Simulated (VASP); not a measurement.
Given:

```yaml
crystal:
  lattice:
    - [-1.60040, 1.60040, 2.46548]
    - [1.60040, -1.60040, 2.46548]
    - [1.60040, 1.60040, -2.46548]
  atoms:
    - { symbol: In, position: [0.00000, 0.00000, 0.00000] }
```

These are MS2 meta-GGA, VASP's PBE PAW potentials (set 64) (plane waves; VASP 6.6.1) values and carry that method's errors. Run with 520 eV cut-off, 18×18×18 Γ-centred mesh, tetrahedra with Blöchl corrections, potentials In_d.

Unless said otherwise, spin-orbit coupling is left out, though it shifts the bands of the heavy elements here.

Problem. Estimate the energy per atom (σ→0), band gap (over mesh and band path) with the smallest direct gap where there is one.

Solution. 
The band gap (over mesh and band path) comes out as none (metal, semimetal or under 0.01 eV). The energy per atom (σ→0) is 0.659 eV/atom.

The compound is In in the bct structure. It was relaxed first.
